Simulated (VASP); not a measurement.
Output of a VASP run:

### OSZICAR
```
       N       E                     dE             d eps       ncg     rms          rms(c)
DAV:   1     0.370372276888E+02    0.37037E+02   -0.82667E+03  7546   0.128E+03
DAV:   2    -0.233285495002E+02   -0.60366E+02   -0.57123E+02  9966   0.252E+02
DAV:   3    -0.255146144405E+02   -0.21861E+01   -0.21651E+01  9681   0.417E+01
DAV:   4    -0.255323790307E+02   -0.17765E-01   -0.17721E-01  8953   0.382E+00
DAV:   5    -0.255326327166E+02   -0.25369E-03   -0.25349E-03  9930   0.342E-01    0.497E+01
DAV:   6    -0.225848685757E+02    0.29478E+01   -0.15634E+01  8796   0.282E+01    0.412E+01
DAV:   7    -0.225227432572E+02    0.62125E-01   -0.69389E-01  8812   0.771E+00    0.264E+01
DAV:   8    -0.225098946347E+02    0.12849E-01   -0.12928E-01  9082   0.344E+00    0.619E+00
DAV:   9    -0.224997290970E+02    0.10166E-01   -0.56952E-02  9100   0.169E+00    0.158E+00
DAV:  10    -0.224992883129E+02    0.44078E-03   -0.22389E-03  8920   0.434E-01    0.338E-01
DAV:  11    -0.224992988048E+02   -0.10492E-04   -0.19570E-04  9488   0.130E-01    0.657E-02
DAV:  12    -0.224992949468E+02    0.38580E-05   -0.15350E-05  8987   0.360E-02    0.326E-02
DAV:  13    -0.224992946053E+02    0.34152E-06   -0.61531E-07  5015   0.882E-03
   1 F= -.22499295E+02 E0= -.22499167E+02  d E =-.255052E-03
```

**OUTCAR**
```
------------------------ aborting loop because EDIFF is reached ----------------------------------------
  FORCE on cell =-STRESS in cart. coord.  units (eV):
  Direction    XX          YY          ZZ          XY          YZ          ZX
  --------------------------------------------------------------------------------------
  Total        0.2799055     -2.0597738      0.7837767      0.0000000      0.0000000      0.0000000
  in kB       19.3597624   -142.4650010     54.2101994      0.0000000      0.0000000      0.0000000
  external PRESSURE =     -22.9650131 kB  Pullay stress =       0.0000000 kB
  volume of cell :       23.16
      direct lattice vectors                 reciprocal lattice vectors
     0.000000000  2.316908000  2.220996000    -0.222144028  0.215804857  0.225124224
     2.250792000  0.000000000  2.220996000     0.222144028 -0.215804857  0.225124224
     2.250792000  2.316908000  0.000000000     0.222144028  0.215804857 -0.225124224
 POSITION                                       TOTAL-FORCE (eV/Angst)
 -----------------------------------------------------------------------------------
      0.00000      0.00000      0.00000         1.225251      0.000000      0.000000
      2.34858      2.31691      2.22100        -1.225251      0.000000      0.000000
 -----------------------------------------------------------------------------------
    total drift:                               -0.000062      0.000000      0.000000
  FREE ENERGIE OF THE ION-ELECTRON SYSTEM (eV)
  ---------------------------------------------------
  free  energy   TOTEN  =       -22.4992946053 eV

  energy  without entropy=      -22.4990395535  energy(sigma->0) =      -22.49916708
```
(Selected blocks of OUTCAR.)

**POSCAR**
```
HfN
1
    0.0000000000     2.3169080000     2.2209960000
    2.2507920000     0.0000000000     2.2209960000
    2.2507920000     2.3169080000     0.0000000000
Hf N
1 1
Direct
  0.0000000000   0.0000000000   0.0000000000
  0.4782770000   0.5217230000   0.5217230000
```

**Question.** Write an INCAR and KPOINTS that could have produced this output.

**Answer.** Several could match; the one computed here: the input of the run itself, PBE GGA, plane waves, VASP's PBE PAW potentials (set 64).

INCAR:
```
# general
SYSTEM   =  HfN
PREC     =  Accurate
ENCUT    =  520
LREAL    =  F
LASPH    =  T   # aspherical one-centre terms
NELECT   =  14.9

# electronic loop
EDIFF    =  1E-6   # SCF stop (eV)
NELM     =  100   # most electronic steps
ALGO     =  Normal   # blocked Davidson
LMAXMIX  =  6   # l cut-off of mixed one-centre charges

# smearing
ISMEAR   =  0
SIGMA    =  0.05

# functional
GGA      =  PE

# ions
ISIF     =  2   # forces and stress, cell fixed

# output
LWAVE    =  F
LCHARG   =  F
```

### KPOINTS
```
Automatic mesh
0
Gamma
13 13 13
0 0 0
```

POTCAR, in this order: Hf_pv N (PBE.64 set). Program: vasp_std.

The cell is charged, with a uniform compensating background.

The compound is HfN in the rock salt structure. The cell was not relaxed at this level, atoms are displaced from their ideal sites. The run is one of a series of settings (ISMEAR = 0, NELECT = 14.9, SIGMA = 0.05 against the base run), some of them coarse on purpose. The electron count is odd and the run is not spin-polarised, which forces a metal.
